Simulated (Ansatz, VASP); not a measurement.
**SnTe: VASP beside Ansatz**

One calculation is typed for both programs; each brings its own data sets. How far apart do they land? The cell is taken from a series of runs on this material, whose earlier steps may have relaxed, scaled, displaced or heated it; both programs get it as it stands.

Main program and level: Ansatz 0.2.0; plane waves, with VASP 6.6.1 beside it; zone-centre phonons at PBEsol.

### Step 1. The structure

The structure is tetragonal, space group I4/mmm (No. 139). Conventional cell: a = 4.402 Å, b = 4.402 Å, c = 6.291 Å, α = 90.00°, β = 90.00°, γ = 90.00°. Sn has 6 Te at 3.11 to 3.15 Å nearest. Nearest to Te lie 6 Sn at 3.11 to 3.15 Å. Farther neighbours and most contacts between anions are not listed.

Coordinates:

```cif
data_structure
_symmetry_space_group_name_H-M 'P 1'
_symmetry_Int_Tables_number 1
_cell_length_a 4.4252
_cell_length_b 4.4252
_cell_length_c 4.4020
_cell_angle_alpha 60.173
_cell_angle_beta 60.173
_cell_angle_gamma 59.654
_cell_volume 60.95
loop_
_atom_site_label
_atom_site_type_symbol
_atom_site_fract_x
_atom_site_fract_y
_atom_site_fract_z
_atom_site_occupancy
Sn1 Sn 0.00000 0.00000 0.00000 1
Te2 Te 0.50000 0.50000 0.50000 1
```

### Step 2. Ansatz: zone-centre phonons, PBEsol

Ansatz runs on its PAW soft_1 files.

Second derivatives magnify differences that forces hide, and they need a tight electronic threshold.

input.yaml

```yaml
crystal:
  lattice:
    - [0.0, 3.1126897395, 3.1453942359]
    - [3.1126897395, 0.0, 3.1453942359]
    - [3.1126897395, 3.1126897395, 0.0]
  atoms:
    - { symbol: Sn, position: [0.0, 0.0, 0.0] }
    - { symbol: Te, position: [0.5, 0.5, 0.5] }
kpoints:
  mp_grid: { grid: [12, 12, 12] }
hamiltonian:
  xc: pbesol
  pseudopotentials: { kind: paw, azcp: { folder: soft_1 }, xc_functional: pbe }
scf:
  occupations: { method: gaussian, width: 0.01 }
output:
  eigenvalues: true
phonons:
  method: dfpt
```

Run with:

```console
> ansatz run input.yaml --threads 4 --pin off --max-ram 10240MiB --backend cpu --events-out ev --progress --plain --runs-dir out
```

Numbers of over 12 decimals in the logs are rounded to 6 here.

The program printed:

```text
zone centre: on kpoints.mp_grid the ground state, and the responses unless they are solved on pairs of k-points, stand on 280 of the mesh's 1728 k-points, reduced under 8 symmetry operations, with k and −k counted as one. Each operation leaves every solved displacement unchanged or reverses it
Engine: ansatz 0.2.0, x86_64-unknown-linux-gnu
Pseudopotentials: kind: paw
Pseudopotential: Sn, paw, valence charge 14, recommended cutoff 420 eV (normal), soft_1/Sn.paw.azcp
Pseudopotential: Te, paw, valence charge 16, recommended cutoff 420 eV (normal), soft_1/Te.paw.azcp
Functional definition: PBEsol
  exchange = pbesol_x
  correlation = pbesol_c
Crystal: 2 atoms, lattice volume = 60.950 Å³
Basis set: ecut = 420 eV, 1243 PW (Γ), exchange–correlation on 60×60×60 points (8 copies of the dense FFT grid, shifted against one another)
Bands: 19, of which v1, the nominal top of the filled ones, is band 15 counted from 1 (14 counted from 0)
Symmetry: 16 space group operations
k-points: 280 of 1728 (irreducible under 8 space group operations)
Non-local potential: Sn, projectors of the file, l = 0: 2, l = 1: 2, l = 2: 2, l = 3: 1
Non-local potential: Te, projectors of the file, l = 0: 2, l = 1: 2, l = 2: 2, l = 3: 1
PAW form: soft (Blöchl's): semilocal exchange-correlation on the pseudo side does not see the compensation charge
PAW frozen core: Sn, regenerated for the run's functional, and the local potential with it (the file was generated under x = pbe(κ = 0.804, μ = 0.219515), c = pbe(β = 0.066725))
PAW frozen core: Te, regenerated for the run's functional, and the local potential with it (the file was generated under x = pbe(κ = 0.804, μ = 0.219515), c = pbe(β = 0.066725))
PAW one-centre angular grid: Sn, 590 points (default); XC on 64 Gauss nodes
PAW one-centre angular grid: Te, 590 points (default); XC on 64 Gauss nodes
Initial density: superposition of atomic densities (chi_scale 0.1, normalization cell, long waves kept (reshape's long-wave potential 0.00 eV rms))
Initial wavefunctions: pseudopotential atomic-orbital guess
Functional: x = pbesol(κ = 0.804, μ = 0.123457), c = pbesol(β = 0.046)
SCF iter   1: F=—  HF=-12852.006084 eV  |F-HF|=—  |Δ(HF+E_count)|=         —  Δρ=1.08e-2  dr2=6.67e-2  ethr=3.10e-3  ⟨swp⟩=7.7  Hψ=31137  notcnv=0
preconditioner: auto → none  [insulator: Δε(μ)=0.243 eV  Ē_g=8.792 eV  σ=0.010 eV  W_gap=1.00  n_scr=14 (ndim 8)  ℏωp=15.0 eV  f_vac=0.000  D(μ)=0.00/eV (n_scr^D=0)  ε∞_Penn≈3.9]
SCF iter   2: F=—  HF=-12852.001786 eV  |F-HF|=—  |Δ(HF+E_count)|=   4.30e-3  Δρ=5.40e-3  dr2=1.75e-2  ethr=2.22e-4  ⟨swp⟩=2.0  Hψ=8649  notcnv=0
SCF iter   3: F=—  HF=-12852.002071 eV  |F-HF|=—  |Δ(HF+E_count)|=   2.86e-4  Δρ=3.34e-4  dr2=3.03e-5  ethr=5.84e-5  ⟨swp⟩=3.3  Hψ=8622  notcnv=0
SCF iter   4: F=—  HF=-12852.002078 eV  |F-HF|=—  |Δ(HF+E_count)|=   6.84e-6  Δρ=7.34e-5  dr2=1.98e-6  ethr=1.01e-7  ⟨swp⟩=2.1  Hψ=10246  notcnv=0
SCF iter   5: F=—  HF=-12852.002079 eV  |F-HF|=—  |Δ(HF+E_count)|=   1.04e-6  Δρ=2.58e-5  dr2=1.68e-7  ethr=6.59e-9  ⟨swp⟩=2.7  Hψ=9114  notcnv=0
SCF iter   6: F=—  HF=-12852.002079 eV  |F-HF|=—  |Δ(HF+E_count)|=   2.21e-7  Δρ=4.31e-6  dr2=4.41e-9  ethr=5.61e-10  ⟨swp⟩=2.1  Hψ=8497  notcnv=0
SCF iter   7: F=—  HF=-12852.002079 eV  |F-HF|=—  |Δ(HF+E_count)|=   8.85e-9  Δρ=7.03e-7  dr2=1.44e-10  ethr=1.47e-11  ⟨swp⟩=2.1  Hψ=7888  notcnv=0
SCF iter   8: F=-12852.002079 eV  HF=-12852.002079 eV  |F-HF|=3.64e-12  |Δ(HF+E_count)|=  2.40e-10  Δρ=7.74e-8  dr2=1.77e-12  ethr=1.00e-12  ⟨swp⟩=7.4  Hψ=28224  notcnv=0
SCF 1 converged in 8 iterations: F = -12852.002079 eV  dr2 = 1.77e-12
  greatest PAW one-centre occupation: 0.998 electrons in one spin orbital (limit 2), on the Te atom at site 1 (counted from 0), in its partial waves of l = 2
DFPT response loops at Γ: preconditioner auto → Resta (q_TF=auto, 2.424 Å⁻¹)  ε∞=16.2 (no band partly filled); β = 1.00, the filter's whole step (`scf.mixing.beta` (0.50) is not read by the response loops at its default; to damp them type it under 1.00, their step now; it binds the ground state too); Broyden in place of MSR1
SCF converged after 8 iterations
Free energy (F): -12852.002079 eV
Harris-Foulkes:  -12852.002079 eV  (|F-HF|=3.64e-12)
Internal energy: -12852.002079 eV  (E = F + TS)
E sigma→0 (E₀):  -12852.002079 eV
Fermi energy:    9.993551 eV
--- Per-component energies (eV) ---
  E_band       = -345.787406
  E_kinetic    = 339.979577
  E_local      = -2643.975164  (includes V_loc(G=0)·N_el)
  E_nonlocal   = 215.658088
  E_hartree    = 1321.814363
  E_xc         = -246.714363
  E_vxc        = -182.793435  (∫ρ·V_xc dr)
  E_paw        = -8888.476671  (= ΣΔE_a)
  E_vpaw       = -718.285594  (= ΣTr[D̂ρ^β])
  E_aug_tail   = 0.000376  (compensation charges beyond the density's cutoff)
  E_ewald      = -2950.947937
  E_core_change = 0.659651  (= ΣΔE_core)
  E_smearing   = -0.000000  (= −TS)
  E_closure    = 0.000000  (closes the sum)
  Σ components = -12852.002079   (vs F -12852.002079, Δ=0.00e0)
--- Band table (eV; the first three rows and the last of 280) ---
  k-point 0: bands = [... 11 lower, 5.3386, 7.7096, 7.7096, 7.8254, 13.1691, 13.4293, 13.4293, 14.5955]
  k-point 1: bands = [... 11 lower, 4.9497, 7.7220, 7.7862, 8.0428, 12.8275, 13.0636, 13.0758, 14.5720]
  k-point 2: bands = [... 11 lower, 4.1259, 7.7628, 7.8178, 8.5584, 12.1277, 12.3223, 12.3636, 14.6086]
  k-point 279: bands = [... 11 lower, 3.4907, 4.1809, 6.0968, 6.0968, 11.9752, 15.0245, 15.0245, 16.4020]
--- Phonons (Γ-DFPT): 4 representative perturbations + reference, on 280 of 1728 k-points (Σ response iterations 12) ---
  k mesh reduced under 8 symmetry operations, with k and −k counted as one. Each operation leaves every solved displacement unchanged or reverses it
  ASR residual: 1.402e-4 → 0.000e0 eV/Å²; symmetrization residual: 1.004e-5 eV/Å²
  ASR residual per site (eV/Å²): 8.13e-5 1.40e-4
  Γ frequencies (cm⁻¹): 0.00 0.00 0.00 32.79 46.15 46.15
  non-analytic LO–TO correction: not included (Born effective charges unavailable; polar crystals: no LO–TO splitting at Γ)
```

The column dr2 measures how far the density is from self-consistency, as an energy; F and HF (Harris–Foulkes) agree once it is small.

(Continued in part 2 of 2.)

[Lines on the potential files, build, host, timing and source positions are cut from VASP's logs without a mark.]

[Logs are printed without paths, hosts, clocks, repeated set-up lines and the standing remarks that a program may print on its own settings, such as how far it seeks lower states.]

[Hosts, paths, dates, database ids (printed as entryN), source tags and the programs' standing remarks are cut or masked in the printed files.]
